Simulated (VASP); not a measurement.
Here is a VASP 6.6.1 calculation.

Contents of INCAR:

```
PREC = Accurate
ENCUT = 520
EDIFF = 1E-6
ISMEAR = 1
SIGMA = 0.15
LREAL = F
LASPH = T
NELM = 100
ALGO = Fast
ISIF = 2
LWAVE = F
LCHARG = F
GGA = PE
NBANDS = 68
```

Contents of KPOINTS:

```
Automatic mesh
0
Gamma
  2 2 2
```

The input POSCAR:

```
BiSBr
1.0
    7.0289690000      0.8989180000      1.7190430000
    0.5595980000      7.2315690000     -0.9558680000
   -0.1105030000      0.3166720000      6.8038320000
Bi S Br
4 4 4
Direct
    0.2428733829      0.1705428006      0.4800131186
    0.6852557346      0.2726371113      0.4734305633
    0.4230822279      0.6639622751      0.7559959960
    0.8692974586      0.3219848384      0.8798671532
    0.1009861437      0.9236741322      0.7140590805
    1.0348763278      0.4913577625      0.6049650042
    0.6081325080      0.6222651017      0.4143584626
    0.9512367168      0.6433503353     -0.0095024129
    0.9694378523      0.8846431195      0.3589869202
    0.4216423967      0.4089833986      0.1156224511
    0.6500336825      0.9699615004      0.9041484722
    0.2143892713      0.0942722704      0.0109962254
```

Potentials or basis: VASP PAW PBE potentials, release 64 (Bi_d, S, Br).

Command:

```console
$ cat potpaw_PBE.64/Bi_d/POTCAR potpaw_PBE.64/S/POTCAR potpaw_PBE.64/Br/POTCAR > POTCAR
$ mpirun -np 1 vasp_std > vasp.out
```

**Question.** Predict the largest force.

**Answer.** 2.037 eV/Å.

**Question.** Estimate the band gap on the k mesh.

**Answer.** 0.05 eV, indirect (least direct gap 0.14 eV).

**Question.** What does it give for the pressure?

**Answer.** 3.2 GPa.

Forces on the atoms (eV/Å):
```
Bi   1.543 -0.314 -0.919
Bi  -0.515 -0.272  0.130
Bi  -0.497  0.421  1.246
Bi  -1.490 -0.333  1.348
S   -0.023  0.499 -0.256
S    0.533  0.472  0.014
S    0.696  0.215 -0.975
S    0.316 -0.231 -0.131
Br  -0.069 -0.415  0.352
Br   0.083  0.322  0.037
Br  -0.078 -0.568 -0.199
Br  -0.500  0.203 -0.647
```

Caveat: the k mesh is coarse (spacing up to 0.48 Å⁻¹), so the values aren't converged; spin-orbit coupling is left out, which as a rule narrows the gap of such compounds by several tenths of an eV.
